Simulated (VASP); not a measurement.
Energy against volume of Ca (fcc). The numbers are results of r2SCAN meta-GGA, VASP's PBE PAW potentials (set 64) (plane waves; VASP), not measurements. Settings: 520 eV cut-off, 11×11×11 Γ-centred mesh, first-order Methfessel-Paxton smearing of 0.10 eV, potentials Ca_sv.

| V (Å³/atom) | E (eV/atom) |
|---|---|
| 40.623 | -7.02061 |
| 41.919 | -7.02797 |
| 43.216 | -7.03042 |
| 44.512 | -7.02861 |

Fit these four points and predict the energy of the run at 45.809 Å³/atom.

A cubic in V^(−2/3), the third-order Birch-Murnaghan form, passes through the four points with V0 = 43.28 Å³/atom and B0 = 17 GPa, and gives -7.0231 eV/atom there. The run gave -7.0231 eV/atom, +0.0 meV/atom from the fit; all five points give B0 = 17 GPa.

The compound is Ca in the fcc structure. It was relaxed first.
